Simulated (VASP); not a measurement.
Data:

```
CELL_PARAMETERS angstrom
      3.99716     0.00000     0.00000
      0.00000     3.99716     0.00000
      0.00000     0.00000     4.89800
ATOMIC_POSITIONS crystal
  Pb 0.50000 0.00000 0.76019
  Pb 0.00000 0.50000 0.23981
  O  0.50000 0.50000 0.00000
  O  0.00000 0.00000 0.00000
```

Method: PBE GGA with D4 dispersion, VASP's PBE PAW potentials (set 64) (plane waves; VASP 6.6.1). Numerical set-up: 520 eV cut-off, 6×6×5 Γ-centred mesh, Gaussian smearing of 0.050 eV, potentials Pb_d O.

Q: The ions and cell shape at fixed volume are relaxed. What does this cell relax into?

A: 
```
CELL_PARAMETERS angstrom
      4.03104     0.00000     0.00000
      0.00000     4.03104     0.00000
      0.00000     0.00000     4.81603
ATOMIC_POSITIONS crystal
  Pb 0.50000 0.00000 0.75398
  Pb 0.00000 0.50000 0.24602
  O  0.50000 0.50000 0.00000
  O  0.00000 0.00000 0.00000
```
Space group P4/nmm (129), at a tolerance of 0.03 Å.

Q: How much energy does the relaxation gain?

A: The energy (σ→0) changes by -3.6 meV/atom, in 5 ionic steps.

The compound is PbO in the litharge structure. This cell is one point of a volume scan, at 0.97 of the reference volume. Symmetry was kept, so distortions that lower it aren't found.
